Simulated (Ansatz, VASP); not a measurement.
# Zn11P18O56: VASP beside Ansatz

One calculation is typed for both programs; each brings its own data sets. How far apart do they land? The structure shown is frame 76 of Ansatz's trajectory.

Main program and level: Ansatz 0.2.0; plane waves, with VASP 6.6.1 beside it; single point at PBE.

## Step 1: The structure

The cell holds 85 atoms: 18 P, 11 Zn and 56 O. Cell: a = 10.556 Å, b = 10.556 Å, c = 10.556 Å, α = 90.0°, β = 90.0°, γ = 90.0°. As first built, before any earlier steps moved the atoms (in the runner's words): 85 atoms (18 P, 11 Zn, 56 O) placed at random at 3.06 g/cm^3, melted at 4000 K for 10 ps at fixed volume with the Morse and Coulomb pair potential with partial charges (Pedone, Malavasi, Menziani, Cormack and Segre, J. Phys. Chem. B 110, 11780 (2006)). Quenched from 4000 K to 300 K at 500 K/ps and fixed volume, held 10 ps at zero pressure, then minimised at fixed cell.

## Step 2: Ansatz: dynamics, PBE

Ansatz runs on its default PAW (the set named soft_2) files.

One frame of this run of dynamics is then solved in both programs, so the motion causes no difference.

Input file input.yaml:

```yaml
crystal:
  lattice:
    - [10.5564, 0.0, 0.0]
    - [0.0, 10.5564, 0.0]
    - [0.0, 0.0, 10.5564]
  atoms:
    - { symbol: P, position: [0.7373, 0.03783, 0.86867] }
    - { symbol: P, position: [0.70147, 0.87884, 0.34573] }
    - { symbol: P, position: [0.17997, 0.09679, 0.94094] }
    - { symbol: P, position: [0.65117, 0.24603, 0.2473] }
    - { symbol: P, position: [0.38736, 0.14636, 0.33458] }
    - { symbol: P, position: [0.17792, 0.43806, 0.80492] }
    - { symbol: P, position: [0.20759, 0.7269, 0.85433] }
    - { symbol: P, position: [0.74955, 0.62803, 0.91562] }
    - { symbol: P, position: [0.86576, 0.95554, 0.11313] }
    - { symbol: P, position: [0.33581, 0.88231, 0.22993] }
    - { symbol: P, position: [0.81993, 0.95101, 0.60136] }
    - { symbol: P, position: [0.03846, 0.18173, 0.1771] }
    - { symbol: P, position: [0.36219, 0.09352, 0.60947] }
    - { symbol: P, position: [0.95344, 0.45822, 0.51591] }
    - { symbol: P, position: [0.41517, 0.67164, 0.40626] }
    - { symbol: P, position: [0.54046, 0.3109, 0.69269] }
    - { symbol: P, position: [0.33765, 0.41653, 0.04502] }
    - { symbol: P, position: [0.09015, 0.76879, 0.11762] }
    - { symbol: Zn, position: [0.07489, 0.47445, 0.23355] }
    - { symbol: Zn, position: [0.43526, 0.93768, 0.86386] }
    - { symbol: Zn, position: [0.52025, 0.66787, 0.1089] }
    - { symbol: Zn, position: [0.05178, 0.17084, 0.64696] }
    - { symbol: Zn, position: [0.8755, 0.33921, 0.88543] }
    - { symbol: Zn, position: [0.80434, 0.22461, 0.5159] }
    - { symbol: Zn, position: [0.23987, 0.4085, 0.4726] }
    - { symbol: Zn, position: [0.53328, 0.62837, 0.68135] }
    - { symbol: Zn, position: [0.5197, 0.18838, 0.98387] }
    - { symbol: Zn, position: [0.9631, 0.70625, 0.71721] }
    - { symbol: Zn, position: [0.69918, 0.55314, 0.32975] }
    - { symbol: O, position: [0.80488, 0.16348, 0.86498] }
    - { symbol: O, position: [0.98941, 0.31395, 0.17886] }
    - { symbol: O, position: [0.65094, 0.3881, 0.25081] }
    - { symbol: O, position: [0.96875, 0.8523, 0.11487] }
    - { symbol: O, position: [0.13789, 0.16706, 0.06658] }
    - { symbol: O, position: [0.88654, 0.82858, 0.61111] }
    - { symbol: O, position: [0.7309, 0.74018, 0.3485] }
    - { symbol: O, position: [0.31933, 0.57197, 0.43916] }
    - { symbol: O, position: [0.89868, 0.06878, 0.58353] }
    - { symbol: O, position: [0.20529, 0.58363, 0.81524] }
    - { symbol: O, position: [0.40704, 0.29816, 0.08313] }
    - { symbol: O, position: [0.56839, 0.91539, 0.31704] }
    - { symbol: O, position: [0.69288, 0.6803, 0.0381] }
    - { symbol: O, position: [0.43121, 0.21839, 0.64946] }
    - { symbol: O, position: [0.2094, 0.39279, 0.67385] }
    - { symbol: O, position: [0.22147, 0.10521, 0.60968] }
    - { symbol: O, position: [0.34384, 0.02838, 0.25417] }
    - { symbol: O, position: [0.8748, 0.69332, 0.88398] }
    - { symbol: O, position: [0.51323, 0.44603, 0.65705] }
    - { symbol: O, position: [0.39956, 0.08423, 0.46769] }
    - { symbol: O, position: [0.5471, 0.29388, 0.83391] }
    - { symbol: O, position: [0.80163, 0.96522, 0.98262] }
    - { symbol: O, position: [0.23034, 0.44709, 0.13424] }
    - { symbol: O, position: [0.5209, 0.19174, 0.29721] }
    - { symbol: O, position: [0.73885, 0.93777, 0.47756] }
    - { symbol: O, position: [0.12167, 0.7893, 0.76151] }
    - { symbol: O, position: [0.77358, 0.48672, 0.92093] }
    - { symbol: O, position: [0.34988, 0.79272, 0.34618] }
    - { symbol: O, position: [0.04594, 0.41193, 0.8516] }
    - { symbol: O, position: [0.05581, 0.65422, 0.19353] }
    - { symbol: O, position: [0.08727, 0.12682, 0.29671] }
    - { symbol: O, position: [0.93525, 0.08261, 0.13298] }
    - { symbol: O, position: [0.59767, 0.03242, 0.89763] }
    - { symbol: O, position: [0.94828, 0.32536, 0.57599] }
    - { symbol: O, position: [0.66379, 0.18662, 0.11748] }
    - { symbol: O, position: [0.10738, 0.15586, 0.83402] }
    - { symbol: O, position: [0.74867, 0.1963, 0.34136] }
    - { symbol: O, position: [0.41718, 0.83536, 0.12316] }
    - { symbol: O, position: [0.6556, 0.25909, 0.62317] }
    - { symbol: O, position: [0.33961, 0.77819, 0.85591] }
    - { symbol: O, position: [0.06192, 0.45352, 0.42032] }
    - { symbol: O, position: [0.42026, 0.53211, 0.03073] }
    - { symbol: O, position: [0.27163, 0.39122, 0.91159] }
    - { symbol: O, position: [0.13429, 0.9644, 0.96604] }
    - { symbol: O, position: [0.49958, 0.62622, 0.29832] }
    - { symbol: O, position: [0.3222, 0.09021, 0.92539] }
    - { symbol: O, position: [0.65746, 0.65984, 0.80872] }
    - { symbol: O, position: [0.8278, 0.47958, 0.44924] }
    - { symbol: O, position: [0.197, 0.84551, 0.1872] }
    - { symbol: O, position: [0.75602, 0.97614, 0.73441] }
    - { symbol: O, position: [0.78286, 0.93086, 0.23061] }
    - { symbol: O, position: [0.14917, 0.72309, 0.99131] }
    - { symbol: O, position: [0.97602, 0.55497, 0.61813] }
    - { symbol: O, position: [0.31139, 0.26346, 0.36259] }
    - { symbol: O, position: [0.49079, 0.70672, 0.52211] }
    - { symbol: O, position: [0.4179, 0.98882, 0.68571] }
kpoints:
  mp_grid: { grid: [1, 1, 1] }
hamiltonian:
  xc: pbe
scf:
  occupations: { method: fermi_dirac, width: 0.05 }
output:
  forces: true
md:
  timestep: 1.0
  n_steps: 228
  ensemble: nvt_nose_hoover
  temperature: 900
  initial_velocities: maxwell_boltzmann
  seed: 2487
```

On the command line:

```
ansatz run input.yaml --threads 4 --pin off --max-ram 8192MiB --backend cpu --events-out ev --progress --plain --runs-dir out
```

Numbers of over 12 decimals in the logs are rounded to 6 here.

What it wrote:

```text
Warning: md: disabling space-group detection — thermal motion breaks the input geometry's symmetry, so no spatial operation reduces the k-mesh or symmetrises the density; time reversal is kept, so that k and −k are solved as one point where they differ and the mesh holds both, and exact exchange and, on two spinor components, a DFT+U term hold to it where the run has them: on two components no moment then forms, and  [...]
Engine: ansatz 0.2.0, aarch64-unknown-linux-gnu
Pseudopotentials: kind: paw
Pseudopotential: P, paw, valence charge 5, recommended cutoff 420 eV (normal), P.paw.azcp
Pseudopotential: Zn, paw, valence charge 12, recommended cutoff 420 eV (normal), Zn.paw.azcp
Pseudopotential: O, paw, valence charge 6, recommended cutoff 420 eV (normal), O.paw.azcp
Functional definition: PBE
  parameter kappa = 0.804
  parameter beta = 0.066725
  exchange = pbe_x(kappa = kappa, mu = beta*pi^2/3)
  correlation = pbe_c(beta = beta)
Crystal: 85 atoms, lattice volume = 1176.380 Å³
Basis set: ecut = 420 eV, 22983 PW (Γ), exchange–correlation on 144×144×144 points (8 copies of the dense FFT grid, shifted against one another)
Bands: 364, of which v1, the nominal top of the filled ones, is band 279 counted from 1 (278 counted from 0)
Symmetry: 1 space group operations
k-points: 1
Non-local potential: P, projectors of the file, l = 0: 2, l = 1: 2, l = 2: 2
Non-local potential: Zn, projectors of the file, l = 0: 2, l = 1: 2, l = 2: 3, l = 3: 1
Non-local potential: O, projectors of the file, l = 0: 2, l = 1: 2, l = 2: 1
PAW form: soft (Blöchl's): semilocal exchange-correlation on the pseudo side does not see the compensation charge
PAW one-centre angular grid: P, 110 points (default); XC on 64 Gauss nodes
PAW one-centre angular grid: Zn, 590 points (default); XC on 64 Gauss nodes
PAW one-centre angular grid: O, 110 points (default); XC on 64 Gauss nodes
Initial density: superposition of atomic densities (neutral atoms: chi_scale 0, normalization atom), corrected by the library's trained network
Initial wavefunctions: pseudopotential atomic-orbital guess
Functional: x = pbe(κ = 0.804, μ = 0.219515), c = pbe(β = 0.066725)
SCF iter   1: F=—  HF=-81902.530759 eV  |F-HF|=—  |Δ(HF+E_count)|=         —  Δρ=4.48e-3  dr2=4.10e-1  ethr=1.77e-3  ⟨swp⟩=8.0  Hψ=1831  notcnv=0  defer=50
preconditioner: auto → Resta (q_TF=auto, 2.409 Å⁻¹)  ε∞=3.8  [insulator: Δε(μ)=2.139 eV  Ē_g=15.299 eV  σ=0.050 eV  W_gap=1.00  n_scr=256 (ndim 8)  ℏωp=25.6 eV  f_vac=0.195  D(μ)=0.00/eV (n_scr^D=0)  ε∞_Penn≈3.8]
SCF iter   2: F=—  HF=-81902.440128 eV  |F-HF|=—  |Δ(HF+E_count)|=   9.06e-2  Δρ=2.25e-3  dr2=9.37e-2  ethr=7.34e-5  ⟨swp⟩=2.0  Hψ=652  notcnv=0  defer=76
SCF iter   3: F=—  HF=-81902.421278 eV  |F-HF|=—  |Δ(HF+E_count)|=   1.88e-2  Δρ=1.00e-3  dr2=2.78e-2  ethr=1.68e-5  ⟨swp⟩=3.0  Hψ=514  notcnv=0  defer=76
SCF iter   4: F=—  HF=-81902.413537 eV  |F-HF|=—  |Δ(HF+E_count)|=   7.74e-3  Δρ=4.44e-4  dr2=3.07e-3  ethr=4.99e-6  ⟨swp⟩=2.0  Hψ=512  notcnv=0  defer=76
SCF iter   5: F=—  HF=-81902.413008 eV  |F-HF|=—  |Δ(HF+E_count)|=   5.29e-4  Δρ=2.76e-4  dr2=7.63e-4  ethr=5.51e-7  ⟨swp⟩=3.0  Hψ=655  notcnv=0  defer=76
SCF iter   6: F=—  HF=-81902.412833 eV  |F-HF|=—  |Δ(HF+E_count)|=   1.76e-4  Δρ=8.95e-5  dr2=8.95e-5  ethr=1.37e-7  ⟨swp⟩=3.0  Hψ=553  notcnv=0  defer=76
SCF iter   7: F=—  HF=-81902.412710 eV  |F-HF|=—  |Δ(HF+E_count)|=   1.23e-4  Δρ=4.44e-5  dr2=2.09e-5  ethr=1.60e-8  ⟨swp⟩=3.0  Hψ=647  notcnv=0  defer=76
SCF iter   8: F=—  HF=-81902.414311 eV  |F-HF|=—  |Δ(HF+E_count)|=   1.60e-3  Δρ=1.56e-5  dr2=2.74e-6  ethr=3.74e-9  ⟨swp⟩=3.0  Hψ=590  notcnv=0  defer=76
SCF iter   9: F=—  HF=-81902.414313 eV  |F-HF|=—  |Δ(HF+E_count)|=   2.03e-6  Δρ=6.85e-6  dr2=5.06e-7  ethr=4.92e-10  ⟨swp⟩=3.0  Hψ=636  notcnv=0  defer=76
SCF iter  10: F=—  HF=-81902.414313 eV  |F-HF|=—  |Δ(HF+E_count)|=   2.07e-7  Δρ=3.78e-6  dr2=1.39e-7  ethr=9.08e-11  ⟨swp⟩=3.0  Hψ=552  notcnv=0  defer=76
SCF iter  11: F=-81902.414313 eV  HF=-81902.414313 eV  |F-HF|=1.41e-8  |Δ(HF+E_count)|=   5.11e-8  Δρ=1.21e-6  dr2=1.96e-8  ethr=1.52e-11  ⟨swp⟩=6.0  Hψ=1192  notcnv=0
SCF 1 converged in 11 iterations: F = -81902.414313 eV  dr2 = 1.96e-8
  greatest PAW one-centre occupation: 0.992 electrons in one spin orbital (limit 2), on the Zn atom at site 28 (counted from 0), in its partial waves of l = 2
md step     0: t =     0.00 fs  T =   900.0 K  F+E_penalty+E_count = -81902.41431308 eV  E_kin = 9.772056 eV  conserved = -81892.64225716 eV  (11 SCF iters)
[...]
md step   223: t =   223.00 fs  T =   881.4 K  F+E_penalty+E_count = -81899.45322368 eV  E_kin = 9.569955 eV  conserved = -81892.62975123 eV  (5 SCF iters)
[...]
md step   224: t =   224.00 fs  T =   868.6 K  F+E_penalty+E_count = -81899.30707366 eV  E_kin = 9.431524 eV  conserved = -81892.62776178 eV  (4 SCF iters)
[...]
md step   225: t =   225.00 fs  T =   858.0 K  F+E_penalty+E_count = -81899.18393766 eV  E_kin = 9.315784 eV  conserved = -81892.62606019 eV  (4 SCF iters)
[...]
md step   226: t =   226.00 fs  T =   851.8 K  F+E_penalty+E_count = -81899.11051206 eV  E_kin = 9.249079 eV  conserved = -81892.62504100 eV  (5 SCF iters)
[...]
md step   227: t =   227.00 fs  T =   851.6 K  F+E_penalty+E_count = -81899.10266937 eV  E_kin = 9.247017 eV  conserved = -81892.62501450 eV  (4 SCF iters)
[...]
md step   228: t =   228.00 fs  T =   857.4 K  F+E_penalty+E_count = -81899.16069373 eV  E_kin = 9.309818 eV  conserved = -81892.62608667 eV  (10 SCF iters)
SCF converged after 10 iterations
Free energy (F): -81899.160694 eV
Harris-Foulkes:  -81899.160694 eV  (|F-HF|=9.28e-9)
Internal energy: -81899.160694 eV  (E = F + TS)
E sigma→0 (E₀):  -81899.160694 eV
Fermi energy:    4.618658 eV
--- Per-component energies (eV) ---
  E_band       = -2244.217455
  E_kinetic    = 12709.077647
  E_local      = -55197.914337  (includes V_loc(G=0)·N_el)
  E_nonlocal   = 10064.281369
  E_hartree    = 21877.452493
  E_xc         = -6745.026618
  E_vxc        = -6934.461735  (∫ρ·V_xc dr)
  E_paw        = -39292.318873  (= ΣΔE_a)
  E_vpaw       = -6640.246549  (= ΣTr[D̂ρ^β])
  E_aug_tail   = 0.135400  (compensation charges beyond the density's cutoff)
  E_ewald      = -25314.847775
  E_smearing   = -0.000000  (= −TS)
  E_closure    = -0.000000  (closes the sum)
  Σ components = -81899.160694   (vs F -81899.160694, Δ=0.00e0)
--- Forces (eV/Å), atoms counted from 1 ---
  atom   1  P      3.73998771     2.55570278     0.87293785
  atom   2  P     -3.75529247    -2.56889177    -1.41236363
  atom   3  P     -0.24238144     0.66680155    -0.04525248
  atom   4  P     -0.82713667    -1.66450291     1.95056039
  atom   5  P     -2.89303675     1.58421343     2.11430451
  atom   6  P      1.09981903    -2.36451051     0.90328003
  atom   7  P     -1.18676527    -1.81150445     0.69845946
  atom   8  P      2.76406424     0.26391796     1.21984860
  atom   9  P      2.16529838     1.48447370     0.55206202
  atom  10  P      0.59030409     0.30998101    -2.45195854
  atom  11  P      1.95741553    -0.08202510    -0.40959456
  atom  12  P      4.85331105     1.28962135     1.08940453
  atom  13  P     -2.09792201     4.30104299    -1.50513966
  atom  14  P     -0.12161517     2.10104972    -0.83017532
  atom  15  P      2.26726590    -1.13853155     1.01213305
  atom  16  P     -1.75720255    -0.11447137     2.42799176
  atom  17  P     -3.70057369     3.30740148    -1.28438714
  atom  18  P     -2.86098532    -1.96994670     0.10996949
  atom  19  Zn    -0.17500427    -0.54434453     0.49196750
  atom  20  Zn    -0.26848421     0.79932751    -0.49297814
  atom  21  Zn    -1.40050301     0.16185552     0.57891591
  atom  22  Zn     0.37598441     0.17407893     0.69051382
  atom  23  Zn     0.14987237     1.27200499     0.43904912
  atom  24  Zn    -0.53264603     0.04122604     0.84044321
[...]
atom  78  O     -0.20880840    -1.30245071     0.50943133
  atom  79  O     -0.59372847    -0.83615588    -1.55528071
  atom  80  O     -0.37533382     0.47757907     0.38039808
  atom  81  O      0.16744814     0.84547648     3.90822373
  atom  82  O     -0.13441794    -1.05071585    -0.71384696
  atom  83  O     -0.05472635    -0.94612503    -0.25215312
  atom  84  O     -2.07211666     0.55276054    -3.88248002
  atom  85  O      1.09863543    -1.61140309     0.05456861
  max |Σ_I F_I| component: 2.84e-5 eV/Å
--- MD trajectory: 228 steps, t = 0.0 → 228.0 fs ---
  final state: T = 857.4 K   F+E_penalty+E_count = -81899.16069373 eV   E_kin = 9.309818 eV
  conserved energy: peak-to-peak 1.747e-2 eV (2.055e-4 eV/atom) over 228.0 fs
```

In the SCF lines HF is the Harris–Foulkes energy and dr2 the Hartree energy of the density residual, in eV; the loop may stop once dr2 is under the threshold and the program's other checks hold. Hψ counts applications of the Hamiltonian.

[end of part 1 of 2]

[Lines on the potential files, build, host, timing and source positions are cut from VASP's logs without a mark.]

[Logs are printed without paths, hosts, clocks, repeated set-up lines and the standing remarks that a program may print on its own settings, such as how far it seeks lower states.]

[Hosts, paths, dates, database ids (printed as entryN), source tags and the programs' standing remarks are cut or masked in the printed files.]
